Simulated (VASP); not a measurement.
Crystal: Si3N4.

```xyz
14
Lattice="0.0000 3.8722 3.8722 3.8722 0.0000 3.8722 3.8722 3.8722 0.0000" Properties=species:S:1:pos:R:3 pbc="T T T"
Si    2.9042    2.9042    0.9681
Si    2.9042    0.9681    2.9042
Si    0.9681    2.9042    2.9042
Si    0.9681    0.9681    0.9681
Si    5.8083    5.8083    5.8083
Si    3.8722    3.8722    3.8722
N     2.8465    2.8465    2.8465
N     6.8340    4.7827    4.7827
N     4.7827    4.7827    6.8340
N     4.7827    6.8340    4.7827
N     4.8979    4.8979    2.8465
N     4.8979    2.8465    4.8979
N     6.8340    6.8340    6.8340
N     2.8465    4.8979    4.8979
```

The cell is a database's computed one.

Base run:

- Program: VASP 6.6.1
- Functional: PBE
- Potentials or basis: VASP PAW PBE potentials, release 64 (Si, N)
- Cutoff: 520 eV
- k mesh: 6 × 6 × 6
- Occupations: gaussian, width 0.03 eV
- Spin: no spin polarisation

Its results: band gap on the k mesh 3.40 eV, indirect (least direct gap 3.44 eV); pressure 5.1 GPa; largest force 0.059 eV/Å.

Task: After a change of settings the same cell gave: band gap on the k mesh 3.26 eV, indirect (least direct gap 3.30 eV); pressure -5.8 GPa; largest force 0.053 eV/Å. Which change was it?
A. further incar settings from ALGO = Fast; EDIFF = 1e-06; NBANDS = 45 to ALGO = Fast; EDIFF = 1e-06; NBANDS = 56
B. functional from PBE to LDA; potentials or basis from VASP PAW PBE potentials, release 64 (Si, N) to VASP PAW LDA potentials, release 64 (Si, N)
C. functional from PBE to r2SCAN; further incar settings from ALGO = Fast; EDIFF = 1e-06; NBANDS = 45 to ALGO = Normal; EDIFF = 1e-06; NBANDS = 45

Result: B.
